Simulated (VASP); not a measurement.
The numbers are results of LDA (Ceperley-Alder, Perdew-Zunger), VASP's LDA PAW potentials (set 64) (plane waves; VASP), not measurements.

The input files of a VASP run:

**INCAR**
```
# general
SYSTEM  = TiSi2
PREC    = Accurate
ENCUT   = 400
LREAL   = .False.
LASPH   = .True.

# electronic loop
EDIFF   = 1E-7
NELM    = 100
ALGO    = Normal
LMAXMIX = 4

# smearing
ISMEAR  = -5

# ions
ISIF    = 2

# output
LWAVE   = .False.
LCHARG  = .True.
LORBIT  = 11
NEDOS   = 601

# other
LEFG    = .True.
```

### KPOINTS
```
Regular mesh
0
gamma
 10 10 10
0 0 0
```

**POSCAR**
```
TiSi2
6.6245750
  0.2631731399  -1.0000000588   0.0000000000
  0.2631731399   1.0000000588   0.0000000000
  0.0000000000   0.0000000000   0.5330996311
Ti Si
2 4
Cart
  0.2631731399  -0.7949950011   0.3998247233
  0.2631731399   0.7949950011   0.1332749078
  0.2631731399  -0.1197993650   0.3998247233
  0.2631731399   0.1197993650   0.1332749078
  0.2631731399   0.5012638253   0.3998247233
  0.2631731399  -0.5012638253   0.1332749078
```

POTCAR, in this order: Ti_sv Si (LDA.64 set). Program: vasp_std.

The run wrote:

OSZICAR:
```
       N       E                     dE             d eps       ncg     rms          rms(c)
DAV:   1     0.339201417527E+03    0.33920E+03   -0.16913E+04  8960   0.148E+03
DAV:   2    -0.313205027533E+01   -0.34233E+03   -0.33981E+03  9024   0.446E+02
DAV:   3    -0.458627719519E+02   -0.42731E+02   -0.42524E+02 16120   0.127E+02
DAV:   4    -0.484768116827E+02   -0.26140E+01   -0.26070E+01 12008   0.304E+01
DAV:   5    -0.486414341288E+02   -0.16462E+00   -0.16428E+00 14088   0.665E+00    0.197E+01
DAV:   6    -0.457913037865E+02    0.28501E+01   -0.45244E+01 12784   0.492E+01    0.759E+00
DAV:   7    -0.451086756737E+02    0.68263E+00   -0.11521E+01 12160   0.244E+01    0.578E+00
DAV:   8    -0.450011354226E+02    0.10754E+00   -0.98522E-01 12328   0.737E+00    0.888E-01
DAV:   9    -0.450005774540E+02    0.55797E-03   -0.62727E-02 13256   0.195E+00    0.579E-01
DAV:  10    -0.450009352600E+02   -0.35781E-03   -0.77948E-03 12840   0.736E-01    0.176E-01
DAV:  11    -0.450009685136E+02   -0.33254E-04   -0.10522E-03 12320   0.237E-01    0.288E-02
DAV:  12    -0.450009547086E+02    0.13805E-04   -0.16623E-04 12656   0.946E-02    0.116E-02
DAV:  13    -0.450009556041E+02   -0.89551E-06   -0.17520E-05 12448   0.347E-02    0.435E-03
DAV:  14    -0.450009554192E+02    0.18488E-06   -0.14791E-06 11768   0.656E-03    0.360E-03
DAV:  15    -0.450009549121E+02    0.50713E-06   -0.39473E-07  9384   0.413E-03    0.128E-03
DAV:  16    -0.450009549915E+02   -0.79389E-07   -0.32123E-08  7760   0.171E-03
   1 F= -.45000955E+02 E0= -.45000955E+02  d E =0.000000E+00
```

**OUTCAR**
```
------------------------ aborting loop because EDIFF is reached ----------------------------------------
  FORCE on cell =-STRESS in cart. coord.  units (eV):
  Direction    XX          YY          ZZ          XY          YZ          ZX
  --------------------------------------------------------------------------------------
  Total        0.0692387      0.0418010     -0.0579603      0.0000000      0.0000000      0.0000000
  in kB        1.3598953      0.8210008     -1.1383795      0.0000000      0.0000000      0.0000000
  external PRESSURE =       0.3475055 kB  Pullay stress =       0.0000000 kB
  volume of cell :       81.57
      direct lattice vectors                 reciprocal lattice vectors
     1.743410203 -6.624575389  0.000000000     0.286794238 -0.075476536  0.000000000
     1.743410203  6.624575389  0.000000000     0.286794238  0.075476536  0.000000000
     0.000000000  0.000000000  3.531558488     0.000000000  0.000000000  0.283161104
 POSITION                                       TOTAL-FORCE (eV/Angst)
 -----------------------------------------------------------------------------------
      1.74341     -5.26650      2.64867         0.000000     -0.003517     -0.000000
      1.74341      5.26650      0.88289         0.000000      0.003517      0.000000
      1.74341     -0.79362      2.64867         0.000000      0.011757      0.000000
      1.74341      0.79362      0.88289         0.000000     -0.011757      0.000000
      1.74341      3.32066      2.64867         0.000000     -0.040618      0.000000
      1.74341     -3.32066      0.88289         0.000000      0.040618      0.000000
 -----------------------------------------------------------------------------------
    total drift:                               -0.000000     -0.000000      0.000000
  FREE ENERGIE OF THE ION-ELECTRON SYSTEM (eV)
  ---------------------------------------------------
  free  energy   TOTEN  =       -45.0009549915 eV

  energy  without entropy=      -45.0009549915  energy(sigma->0) =      -45.00095499

 total charge

# of ion       s       p       d       tot
------------------------------------------
    1        2.169   6.157   2.180  10.506
    2        2.169   6.157   2.180  10.506
    3        0.778   0.941   0.000   1.719
    4        0.778   0.941   0.000   1.719
    5        0.755   0.918   0.000   1.673
    6        0.755   0.918   0.000   1.673
--------------------------------------------------
tot          7.404  16.032   4.360  27.796

 Electric field gradients after diagonalization (V/A^2)
 (convention: |V_zz| > |V_xx| > |V_yy|)
----------------------------------------------------------------------
 ion       V_xx      V_yy      V_zz     asymmetry (V_yy - V_xx)/ V_zz
----------------------------------------------------------------------
   1       8.597     3.768   -12.365       0.391
   2       8.597     3.768   -12.365       0.391
   3     -26.702   -16.997    43.699       0.222
   4     -26.702   -16.997    43.699       0.222
   5      10.917     8.294   -19.211       0.137
   6      10.917     8.294   -19.211       0.137
```
(Selected blocks of OUTCAR.)

For a metal the tetrahedron method with Blöchl corrections gives inexact stress and forces.

The structure comes from a computed database's TiSi2 entry (Cmcm); how it stands against other phases isn't given here. It was relaxed first.
